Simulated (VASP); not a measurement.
Nb:

```xyz
1
Lattice="-1.6350 1.6350 1.6350 1.6350 -1.6350 1.6350 1.6350 1.6350 -1.6350" Properties=species:S:1:pos:R:3 pbc="T T T"
Nb    0.0000    0.0000    0.0000
```

The cell was built by a generator and needn't be a form met in nature.

```yaml
Program: VASP 6.6.1
Task: relaxation of cell and atoms
Functional: PBE
Potentials_or_basis: VASP PAW PBE potentials, release 64 (Nb_sv)
Cutoff: 700 eV
k_mesh: 18 × 18 × 18
Occupations: methfessel-paxton, width 0.1 eV
Spin: no spin polarisation
```

At the start: pressure 6.4 GPa; volume 17.48 Å³/atom.

Q: Where does the relaxation end?

A: Over 4 steps the energy falls by 12.2 meV/atom and the volume is 18.11 Å³/atom (+3.6 %); space group Im-3m (No. 229, to 0.05 Å).

Step by step:
| step | energy change (eV) | largest force (eV/Å) | pressure (GPa) | volume (Å³) |
| --- | --- | --- | --- | --- |
| 1 | 0.0000 | 0.0000 | 6.39 | 17.48 |
| 2 | 0.0252 | 0.0000 | -9.58 | 19.31 |
| 3 | -0.0122 | 0.0000 | -0.12 | 18.13 |
| 4 | -0.0122 | 0.0000 | 0.00 | 18.11 |

Final structure:
```
Nb
1.0
    -1.65445    1.65445    1.65445
     1.65445   -1.65445    1.65445
     1.65445    1.65445   -1.65445
Nb
1
Direct
  0.00000 0.00000 0.00000
```
